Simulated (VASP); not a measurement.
A convergence study with VASP on CoAl (CsCl type): one setting is varied, all else stays as given below, so the limit is that of these other settings. Each run relaxes cell and ions from the cell shown. The basis is that of the starting cell, so low cut-offs carry a Pulay error.

```xyz
2
Lattice="2.8600 0.0000 0.0000 0.0000 2.8600 0.0000 0.0000 0.0000 2.8600" Properties=species:S:1:pos:R:3 pbc="T T T"
Al     1.4300     1.4300     1.4300
Co     0.0000     0.0000     0.0000
```

These are PBE GGA, VASP's PBE PAW potentials (set 64) (plane waves; VASP) values and carry that method's errors. The tightest run used: 700 eV cut-off, 10×10×10 Γ-centred mesh, first-order Methfessel-Paxton smearing of 0.10 eV, potentials Al Co.

Q: The settings run are ENCUT = 200; ENCUT = 250; ENCUT = 300; ENCUT = 350; ENCUT = 400; ENCUT = 450; ENCUT = 500; ENCUT = 550; ENCUT = 600; ENCUT = 650; ENCUT = 700. From which on does the relaxed volume stay within 0.1 Å³/atom of the tightest run?

A: From ENCUT = 300 on: it is off by 0.001 there and by no more than 0.1 in any finer run, while ENCUT = 250 is off by 0.225.
```json
[
 {"setting": "ENCUT = 200", "relaxed volume (Å³/atom)": "10.326", "E (eV/atom)": "-6.0130", "plane waves": "160", "difference judged (Å³/atom)": "1.259"},
 {"setting": "ENCUT = 250", "relaxed volume (Å³/atom)": "11.360", "E (eV/atom)": "-5.9872", "plane waves": "228", "difference judged (Å³/atom)": "0.225"},
 {"setting": "ENCUT = 300", "relaxed volume (Å³/atom)": "11.586", "E (eV/atom)": "-5.9960", "plane waves": "292", "difference judged (Å³/atom)": "0.001"},
 {"setting": "ENCUT = 350", "relaxed volume (Å³/atom)": "11.567", "E (eV/atom)": "-5.9969", "plane waves": "365", "difference judged (Å³/atom)": "0.018"},
 {"setting": "ENCUT = 400", "relaxed volume (Å³/atom)": "11.568", "E (eV/atom)": "-5.9958", "plane waves": "441", "difference judged (Å³/atom)": "0.018"},
 {"setting": "ENCUT = 450", "relaxed volume (Å³/atom)": "11.580", "E (eV/atom)": "-5.9954", "plane waves": "518", "difference judged (Å³/atom)": "0.005"},
 {"setting": "ENCUT = 500", "relaxed volume (Å³/atom)": "11.586", "E (eV/atom)": "-5.9954", "plane waves": "624", "difference judged (Å³/atom)": "0.001"},
 {"setting": "ENCUT = 550", "relaxed volume (Å³/atom)": "11.584", "E (eV/atom)": "-5.9954", "plane waves": "711", "difference judged (Å³/atom)": "0.001"},
 {"setting": "ENCUT = 600", "relaxed volume (Å³/atom)": "11.583", "E (eV/atom)": "-5.9954", "plane waves": "804", "difference judged (Å³/atom)": "0.002"},
 {"setting": "ENCUT = 650", "relaxed volume (Å³/atom)": "11.584", "E (eV/atom)": "-5.9954", "plane waves": "912", "difference judged (Å³/atom)": "0.001"},
 {"setting": "ENCUT = 700", "relaxed volume (Å³/atom)": "11.585", "E (eV/atom)": "-5.9954", "plane waves": "1021", "difference judged (Å³/atom)": "0.000"}
]
```

Left out are rungs that failed or repeat a setting and relaxations that didn't move; long series are thinned to 24 rows.

The compound is CoAl in the CsCl type structure. The run is not spin-polarised, so no magnetic state was tried.
